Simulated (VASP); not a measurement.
Data:

```
CELL_PARAMETERS angstrom
      0.00000     3.64422     3.64422
      3.64422     0.00000     3.64422
      3.64422     3.64422     0.00000
ATOMIC_POSITIONS crystal
  Sr 0.00000 0.00000 0.00000
  Cl 0.25000 0.25000 0.25000
  Cl 0.75000 0.75000 0.75000
```

The numbers are results of revPBE GGA, VASP's PBE PAW potentials (set 64) (plane waves; VASP), not measurements. Settings: 520 eV cut-off, 6×6×6 Γ-centred mesh, Gaussian smearing of 0.050 eV, potentials Sr_sv Cl.

Problem. Give the stress tensor in GPa (positive for a compressed cell).

Solution. 
```
-1.46   0.00   0.00
 0.00  -1.46   0.00
 0.00   0.00  -1.46
```
The pressure is its mean diagonal, -1.46 GPa.

The compound is SrCl2 in the fluorite structure. This cell is one point of a volume scan, at 1.06 of the reference volume.
